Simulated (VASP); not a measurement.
Given:

```xyz
2
Lattice="0.0000 2.2291 2.2291 2.2291 0.0000 2.2291 2.2291 2.2291 0.0000" Properties=species:S:1:pos:R:3 pbc="T T T"
Na     0.0000     0.0000     0.0000
F      2.2291     2.2291     2.2291
```

Method: PBE GGA, VASP's PBE PAW potentials (set 64) (plane waves; VASP 6.6.1). Settings: 620 eV cut-off, 10×10×10 Γ-centred mesh, Gaussian smearing of 0.050 eV, potentials Na_pv F.

Question: Predict the energy per atom (σ→0), pressure, band gap (on the k-mesh) with the smallest direct gap where there is one.

Answer: 
| Item | Value |
|---|---|
| band gap (on the k-mesh) | 6.98 eV |
| smallest direct gap (on the k-mesh) | 6.98 eV |
| energy per atom (σ→0) | -4.231 eV/atom |
| pressure | 10.07 GPa |

The compound is NaF in the rock salt structure. It was relaxed first under an external pressure of 10 GPa.
